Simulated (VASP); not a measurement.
# InSe: cell size and functional

Which functional gives which lattice for InSe? The starting structure is a computed structure from the Materials Project. The first relaxation on each setting starts from this cell expanded by 3 % in volume.

Calculated with VASP 6.6.1; Kohn-Sham DFT with plane waves and PAW; PBEsol, LDA, PBE, PBEsol + D3(BJ), r2SCAN, r2SCAN + rVV10 and vdW-DF-cx.

### 1. Set-up

The structure is hexagonal, space group P6_3/mmc (No. 194). The conventional cell has a = 4.042 Å, b = 4.042 Å, c = 17.428 Å, α = 90.00°, β = 90.00°, γ = 120.00°. In has 3 Se at 2.65 Å and 1 In at 2.80 Å nearest. Nearest to Se lie 3 In at 2.65 Å. Farther neighbours and most contacts between anions are not listed.

As a file:

```
In Se
1.0
     4.04173    0.00000    0.00000
    -2.02087    3.50024    0.00000
     0.00000    0.00000   17.42844
In Se
4 4
Direct
  0.33333 0.66667 0.16970
  0.66667 0.33333 0.66970
  0.66667 0.33333 0.83030
  0.33333 0.66667 0.33030
  0.33333 0.66667 0.90268
  0.66667 0.33333 0.40268
  0.66667 0.33333 0.09732
  0.33333 0.66667 0.59732
```

### 2. Relaxation with PBEsol

PBEsol restores the gradient expansion of exchange and is tuned for the cells of solids. This run starts from the cell of an earlier relaxation, which isn't shown; the restart sets up the plane waves anew.

The input, INCAR:

```
SYSTEM = InSe
PREC = Accurate
ENCUT = 450
EDIFF = 1E-06
NELM = 100
ISMEAR = 0
SIGMA = 0.03
LREAL = .FALSE.
ALGO = Normal
GGA = PS
NBANDS = 47
LORBIT = 11
LWAVE = .FALSE.
LCHARG = .FALSE.
KPAR = 8
IBRION = 2
NSW = 50
ISIF = 3
EDIFFG = -0.006
```

The input, POSCAR:

```
InSe
1.0
    4.0101697006      0.0000000000      0.0000000000
   -2.0050848502      3.4729088342      0.0000000000
    0.0000000000      0.0000000000     16.9789946670
In Se
4 4
Direct
    0.3333333333      0.6666666667      0.1682020360
    0.6666666667      0.3333333333      0.6682020360
    0.6666666667      0.3333333333      0.8317979640
    0.3333333333      0.6666666667      0.3317979640
    0.3333333333      0.6666666667      0.9071468960
    0.6666666667      0.3333333333      0.4071468960
    0.6666666667      0.3333333333      0.0928531040
    0.3333333333      0.6666666667      0.5928531040
```

The input, KPOINTS:

```
Automatic mesh
0
Gamma
6 6 2
0 0 0
```

Potentials, in the order of the species: In_d and Se (PBE family, release 64).

On the command line:

```sh
> mpirun -np 8 vasp_std
```

The program printed:

```text
[banner, memory and clock lines left out]
running    8 mpi-ranks, on    1 nodes
 distrk:  each k-point on    1 cores,    8 groups
 distr:  one band on    1 cores,    1 groups

 POSCAR found type information on POSCAR InSe
 POSCAR found :  2 types and       8 ions
|                                                                             |
|           W    W    AA    RRRRR   N    N  II  N    N   GGGG   !!!           |
|           W    W   A  A   R    R  NN   N  II  NN   N  G    G  !!!           |
|           W    W  A    A  R    R  N N  N  II  N N  N  G       !!!           |
|           W WW W  AAAAAA  RRRRR   N  N N  II  N  N N  G  GGG   !            |
|           WW  WW  A    A  R   R   N   NN  II  N   NN  G    G                |
|           W    W  A    A  R    R  N    N  II  N    N   GGGG   !!!           |
|                                                                             |
|     For optimal performance we recommend to set                             |
|       NCORE = 2 up to number-of-cores-per-socket                            |
|     NCORE specifies how many cores store one orbital (NPAR=cpu/NCORE).      |
|     This setting can greatly improve the performance of VASP for DFT.       |
|     The default, NCORE=1 might be grossly inefficient on modern             |
|     multi-core architectures or massively parallel machines. Do your        |
|     Unfortunately you need to use the default for GW and RPA                |
|     calculations (for HF NCORE is supported but not extensively tested      |
|     yet).                                                                   |
|                                                                             |

|                                                                             |
|               ----> ADVICE to this user running VASP <----                  |
|                                                                             |
|     You enforced a specific xc type in the INCAR file but a different       |
|     [... a line on the potential file left out ...]
|     I HOPE YOU KNOW WHAT YOU ARE DOING!                                     |
|                                                                             |

 LDA part: xc-table for (Slater+PW92), standard interpolation
 POSCAR, INCAR and KPOINTS ok, starting setup
 FFT: planning ... GRIDC
 FFT: planning ... GRID_SOFT
 FFT: planning ... GRID
 WAVECAR not read
 entering main loop
       N       E                     dE             d eps       ncg     rms          rms(c)
DAV:   1     0.742466863713E+03    0.74247E+03   -0.31323E+04  1316   0.163E+03
DAV:   2     0.813276635593E+02   -0.66114E+03   -0.64293E+03  1323   0.437E+02
DAV:   3    -0.250442007084E+02   -0.10637E+03   -0.10232E+03  1621   0.189E+02
DAV:   4    -0.318582188769E+02   -0.68140E+01   -0.67686E+01  1576   0.483E+01
DAV:   5    -0.321100436951E+02   -0.25182E+00   -0.25167E+00  1652   0.916E+00    0.996E+00
DAV:   6    -0.312392401807E+02    0.87080E+00   -0.14590E+00  1756   0.170E+01    0.561E+00
DAV:   7    -0.311841237858E+02    0.55116E-01   -0.90751E-01  1932   0.596E+00    0.134E+00
DAV:   8    -0.311753571409E+02    0.87666E-02   -0.10072E-01  1930   0.316E+00    0.994E-01
DAV:   9    -0.311758648234E+02   -0.50768E-03   -0.16212E-02  1571   0.508E-01    0.402E-01
DAV:  10    -0.311757225547E+02    0.14227E-03   -0.16909E-03  2050   0.428E-01    0.188E-01
DAV:  11    -0.311758952868E+02   -0.17273E-03   -0.72783E-04  1800   0.163E-01    0.460E-02
DAV:  12    -0.311758859307E+02    0.93560E-05   -0.67287E-05  2060   0.614E-02    0.302E-02
DAV:  13    -0.311758933990E+02   -0.74683E-05   -0.16242E-05  1602   0.192E-02    0.508E-03
DAV:  14    -0.311758934325E+02   -0.33464E-07   -0.19443E-06  1003   0.176E-02
   1 F= -.31175893E+02 E0= -.31175893E+02  d E =-.311759E+02
 curvature:   0.00 expect dE= 0.000E+00 dE for cont linesearch  0.000E+00
 trial: gam= 0.00000 g(F)=  0.575E-06 g(S)=  0.601E-05 ort = 0.000E+00 (trialstep = 0.100E+01)
 search vector abs. value=  0.658E-05
 reached required accuracy - stopping structural energy minimisation
```

Run time: 23 s. Hardware: 8 MPI ranks of AMD EPYC 7R13 (Zen 3), shared host; peak memory 2.9 GiB; 3 min of CPU time.

Lines that name or quote the potential files are left out of all logs, and their timing lines are given in words.

From OUTCAR (step 2):

```text
ion  position               nearest neighbor table
   1  0.333  0.667  0.168-   7 2.65   7 2.65   7 2.65   4 2.78
   2  0.667  0.333  0.668-   8 2.65   8 2.65   8 2.65   3 2.78
   3  0.667  0.333  0.832-   5 2.65   5 2.65   5 2.65   2 2.78
   4  0.333  0.667  0.332-   6 2.65   6 2.65   6 2.65   1 2.78
   5  0.333  0.667  0.907-   3 2.65   3 2.65   3 2.65
   6  0.667  0.333  0.407-   4 2.65   4 2.65   4 2.65
   7  0.667  0.333  0.093-   1 2.65   1 2.65   1 2.65
   8  0.333  0.667  0.593-   2 2.65   2 2.65   2 2.65

  LATTYP: Found a hexagonal cell.
 ALAT       =     4.0101697006
 C/A-ratio  =     4.2339840791

 Subroutine GETGRP returns: Found 24 space group operations
 (whereof 12 operations were pure point group operations)

The static configuration has the point symmetry D_3d.
 The point group associated with its full space group is D_6h.

 Found     14 irreducible k-points:

   k-points           NKPTS =     14   k-points in BZ     NKDIM =     14   number of bands    NBANDS=     47

   dimension x,y,z NGX =    28 NGY =   28 NGZ =  120
   dimension x,y,z NGXF=    56 NGYF=   56 NGZF=  240

   ENCUT  =  450.0 eV  33.07 Ry    5.75 a.u.   6.94  6.94 29.37*2*pi/ulx,y,z

   NELECT =      76.0000    total number of electrons

 k-points in reciprocal lattice and weights: Automatic mesh
   0.00000000  0.00000000  0.00000000       0.014
   0.16666667 -0.00000000  0.00000000       0.083
   0.33333333 -0.00000000  0.00000000       0.083
   0.50000000 -0.00000000  0.00000000       0.042
   0.16666667  0.16666667  0.00000000       0.083
   0.33333333  0.16666667  0.00000000       0.167
   0.33333333  0.33333333  0.00000000       0.028
   0.00000000  0.00000000  0.50000000       0.014
   0.16666667 -0.00000000  0.50000000       0.083
[...]
0.33333333  0.16666667  0.50000000       0.167
   0.33333333  0.33333333  0.50000000       0.028

 average (electrostatic) potential at core
       1 -97.1262       2 -97.1262       3 -97.1262       4 -97.1262       5 -54.1386
       6 -54.1386       7 -54.1386       8 -54.1386

 E-fermi :   3.9359

 k-point     1 :       0.0000    0.0000    0.0000
  band No.  band energies     occupation
    ...
     34       2.6721      2.00000
     35       2.6721      2.00000
     36       2.7517      2.00000
     37       2.7517      2.00000
     38       3.8087      2.00000
     39       4.2060      0.00000
     40       5.4622      0.00000
     41       5.8926      0.00000
     42       5.8953      0.00000
     43       8.0600      0.00000
    ...

 k-point     2 :       0.1667   -0.0000    0.0000
  band No.  band energies     occupation
    ...
     34       2.2802      2.00000
     35       2.3729      2.00000
     36       2.4921      2.00000
     37       2.7723      2.00000
     38       3.5901      2.00000
     39       5.4586      0.00000
     40       5.9653      0.00000
     41       6.4203      0.00000
     42       6.6999      0.00000
     43       7.3879      0.00000
    ...

 k-point     3 :       0.3333   -0.0000    0.0000
  band No.  band energies     occupation
    ...
     34       1.8556      2.00000
     35       1.8656      2.00000
     36       2.0323      2.00000
     37       2.6517      2.00000
     38       2.8061      2.00000
     39       5.2404      0.00000
     40       5.4893      0.00000
     41       5.8952      0.00000
     42       5.9118      0.00000
     43       7.3061      0.00000
    ...

  Total       -0.0151514     -0.0151514     -0.0231831     -0.0000000      0.0000000      0.0000000
  in kB       -0.1026584     -0.1026584     -0.1570772     -0.0000000      0.0000000      0.0000000
  external PRESSURE =      -0.1207980 kB  Pullay stress =       0.0000000 kB

  energy-cutoff  :      450.00
  volume of cell :      236.47
      direct lattice vectors                 reciprocal lattice vectors
     4.010169701  0.000000000  0.000000000     0.249366006  0.143971530  0.000000000
    -2.005084850  3.472908834  0.000000000     0.000000000  0.287943061  0.000000000
     0.000000000  0.000000000 16.978994667     0.000000000  0.000000000  0.058896302

 POSITION                                       TOTAL-FORCE (eV/Angst)
 -----------------------------------------------------------------------------------
     -0.00000      2.31527      2.85590         0.000000      0.000000      0.001621
      2.00508      1.15764     11.34540        -0.000000     -0.000000      0.001621
      2.00508      1.15764     14.12309        -0.000000     -0.000000     -0.001621
     -0.00000      2.31527      5.63360         0.000000      0.000000     -0.001621
     -0.00000      2.31527     15.40244        -0.000000      0.000000     -0.000593
      2.00508      1.15764      6.91294         0.000000      0.000000     -0.000593
      2.00508      1.15764      1.57655         0.000000      0.000000      0.000593
     -0.00000      2.31527     10.06605        -0.000000     -0.000000      0.000593
 -----------------------------------------------------------------------------------
    total drift:                               -0.000000      0.000000     -0.000000

  FREE ENERGIE OF THE ION-ELECTRON SYSTEM (eV)
  ---------------------------------------------------
  free  energy   TOTEN  =       -31.1758934325 eV

  energy  without entropy=      -31.1758934325  energy(sigma->0) =      -31.17589343

 reached required accuracy - stopping structural energy minimisation

 total charge
# of ion       s       p       d       tot
------------------------------------------
    1        0.858   0.674   9.885  11.417
    2        0.858   0.674   9.885  11.417
    3        0.858   0.674   9.885  11.417
    4        0.858   0.674   9.885  11.417
    5        1.474   2.324   0.023   3.821
    6        1.474   2.324   0.023   3.821
    7        1.474   2.324   0.023   3.821
    8        1.474   2.324   0.023   3.821
--------------------------------------------------
tot          9.330  11.991  39.630  60.951

[... 3 further parts left out ...]
```

The PAW data sets were made with PBE, which is usual practice but a small mismatch for other functionals. The run keeps the 24 symmetry operations of its start, so it cannot find a distortion of lower symmetry.

With PBEsol the relaxed cell holds 29.558 Å³ an atom, -4.09 % against the starting cell, with a = 4.010 Å and c = 16.979 Å.

### 3. Relaxation with LDA

LDA, the lowest rung, knows the local density alone. This run starts from the cell of an earlier relaxation, which isn't shown; the restart sets up the plane waves anew.

Changes to INCAR since step 2:

```diff
@@ -9,3 +9,3 @@
 ALGO = Normal
-GGA = PS
+GGA = CA
 NBANDS = 47
```

The input, POSCAR:

```
InSe
1.0
    3.9688188060      0.0000000000      0.0000000000
   -1.9844094029      3.4370979090      0.0000000000
    0.0000000000      0.0000000000     16.4710728809
In Se
4 4
Direct
    0.3333333333      0.6666666667      0.1666879695
    0.6666666667      0.3333333333      0.6666879695
    0.6666666667      0.3333333333      0.8333120305
    0.3333333333      0.6666666667      0.3333120305
    0.3333333333      0.6666666667      0.9106862454
    0.6666666667      0.3333333333      0.4106862454
    0.6666666667      0.3333333333      0.0893137546
    0.3333333333      0.6666666667      0.5893137546
```

KPOINTS is that of step 2.

The projector-augmented-wave data sets are In_d and Se (LDA family, release 64).

On the command line:

```sh
> mpirun -np 8 vasp_std
```

The program printed:

```text
[banner, memory and clock lines left out]
running    8 mpi-ranks, on    1 nodes
[...]
[... a notice as in an earlier step ...]

 LDA part: xc-table for (Slater(with rela. corr.)+CA(PZ))
 , standard interpolation
 POSCAR, INCAR and KPOINTS ok, starting setup
[...]
entering main loop
       N       E                     dE             d eps       ncg     rms          rms(c)
DAV:   1     0.753966953374E+03    0.75397E+03   -0.31360E+04  1331   0.166E+03
DAV:   2     0.814782163726E+02   -0.67249E+03   -0.65330E+03  1316   0.454E+02
DAV:   3    -0.272177466755E+02   -0.10870E+03   -0.10544E+03  1627   0.194E+02
DAV:   4    -0.340736917046E+02   -0.68559E+01   -0.68144E+01  1600   0.488E+01
[...]
DAV:  12    -0.333155263347E+02    0.93881E-05   -0.78546E-05  1953   0.661E-02    0.386E-02
DAV:  13    -0.333155285060E+02   -0.21714E-05   -0.11464E-05  1473   0.157E-02    0.106E-02
DAV:  14    -0.333155279040E+02    0.60198E-06   -0.25552E-06  1073   0.185E-02
   1 F= -.33315528E+02 E0= -.33315528E+02  d E =-.333155E+02
[...]
N       E                     dE             d eps       ncg     rms          rms(c)
DAV:   1    -0.333157801629E+02   -0.25166E-03   -0.85876E-03  1902   0.857E-01    0.103E-01
DAV:   2    -0.333156051521E+02    0.17501E-03   -0.59327E-04  1875   0.301E-01    0.377E-02
DAV:   3    -0.333155676562E+02    0.37496E-04   -0.99007E-05  1794   0.105E-01    0.200E-02
DAV:   4    -0.333155636141E+02    0.40421E-05   -0.14006E-05  1781   0.246E-02    0.888E-03
DAV:   5    -0.333155624497E+02    0.11644E-05   -0.15119E-06  1057   0.130E-02    0.271E-03
DAV:   6    -0.333155625187E+02   -0.68955E-07   -0.10158E-06   826   0.802E-03
   2 F= -.33315563E+02 E0= -.33315563E+02  d E =-.346146E-04
 trial-energy change:   -0.000035  1 .order   -0.000035   -0.000045   -0.000025
 step:   2.2181(harm=  2.2181)  dis= 0.00071  next Energy=   -33.315578 (dE=-0.497E-04)
 reached required accuracy - stopping structural energy minimisation
```

The job ended after 30 s (8 MPI ranks; peak memory 2.5 GiB; 3.8 min of CPU time).

OUTCAR, selected parts (step 3):

```text
  Total        0.0208501      0.0208501     -0.0242182      0.0000000     -0.0000000      0.0000000
  in kB        0.1486059      0.1486059     -0.1726114      0.0000000     -0.0000000      0.0000000
  external PRESSURE =       0.0415335 kB  Pullay stress =       0.0000000 kB

 POSITION                                       TOTAL-FORCE (eV/Angst)
 -----------------------------------------------------------------------------------
     -0.00000      2.29211      2.74482        -0.000000      0.000000     -0.005195
      1.98503      1.14606     10.97917         0.000000      0.000000     -0.005195
      1.98503      1.14606     13.72389         0.000000      0.000000      0.005195
     -0.00000      2.29211      5.48953        -0.000000     -0.000000      0.005195
     -0.00000      2.29211     14.99771         0.000000     -0.000000     -0.003539
      1.98503      1.14606      6.76336         0.000000     -0.000000     -0.003539
      1.98503      1.14606      1.47099        -0.000000      0.000000      0.003539
     -0.00000      2.29211      9.70534        -0.000000     -0.000000      0.003539
 -----------------------------------------------------------------------------------
    total drift:                               -0.000000      0.000000      0.000000

  FREE ENERGIE OF THE ION-ELECTRON SYSTEM (eV)
  ---------------------------------------------------
  free  energy   TOTEN  =       -33.3155625187 eV

  energy  without entropy=      -33.3155625187  energy(sigma->0) =      -33.31556252

[... 2 parts as in an earlier step ...]

[... 2 further parts left out ...]
[key lines of the parts left out:]
E-fermi :   4.5017
```

With LDA the relaxed cell holds 28.099 Å³ an atom, -8.83 % against the starting cell, with a = 3.970 Å and c = 16.469 Å. That is -4.94 % from PBEsol.

[end of part 1 of 3]

[Lines on the potential files, build, host, timing and source positions are cut from VASP's logs without a mark.]

[Logs are printed without paths, hosts, clocks, repeated set-up lines and the standing remarks that a program may print on its own settings, such as how far it seeks lower states.]

[Hosts, paths, dates, database ids (printed as entryN), source tags and the programs' standing remarks are cut or masked in the printed files.]
